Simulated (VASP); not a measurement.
## Cd (space group P6_3/mmc): computed properties

Computed with SCAN meta-GGA, VASP's PBE PAW potentials (set 64) (plane waves; VASP).

```yaml
space_group: P6_3/mmc (194)
cell: a = 2.9625 Å, b = 2.9625 Å, c = 5.5296 Å, α = 90.00°, β = 90.00°, γ = 120.00°
volume_per_atom: 21.01 Å^3/atom
band gap (over mesh and band path): none (metal, semimetal or under 0.01 eV)
density: 8.88 g/cm³
```

```xyz
2
Lattice="2.9625 0.0000 0.0000 -1.4812 2.5656 0.0000 0.0000 0.0000 5.5296" Properties=species:S:1:pos:R:3 pbc="T T T"
Cd     0.0000     1.7104     1.3824
Cd     1.4812     0.8552     4.1472
```

The structure comes from a measured Cd entry (P6_3/mmc) of the Crystallography Open Database, whose conditions weren't checked. It was relaxed first. Symmetry was kept, so distortions that lower it aren't found.
